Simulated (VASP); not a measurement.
```
PbSe
1.0
    4.19003     0.00000     0.00000
   -2.09501     3.62867     0.00000
    0.00000     0.00000     3.92133
Pb Se
1 1
Direct
  0.00000   0.00000   0.00000
  0.66667   0.33333   0.50000
```

The numbers are results of r2SCAN meta-GGA, VASP's PBE PAW potentials (set 64) (plane waves; VASP), not measurements. Numerical set-up: 400 eV cut-off, 11×11×11 Γ-centred mesh, tetrahedra with Blöchl corrections, potentials Pb_d Se.

### Question
Give the energies of bands 7 to 13 at the high-symmetry points, in eV from the Fermi level.

### Answer

```tsv
band	Γ	M	K	A	L	H
7	-6.74	-8.68	-8.79	-9.22	-7.74	-7.46
8	-2.17	-2.62	-4.11	-0.83	-4.08	-4.14
9	-1.51	-1.79	-0.83	-0.83	-4.05	-3.92
10	-1.51	-1.02	0.26	0.15	-1.25	-2.26
11	3.52	2.17	1.95	1.20	2.08	-0.26
12	3.52	3.74	3.55	3.67	3.00	4.87
13	5.51	5.51	3.97	3.67	3.11	6.25
```

It has no gap at this level: it comes out as a metal or semimetal.

The structure was generated: PbSe was put into the WC type (P-6m2), which need not be its known phase. It was relaxed first.
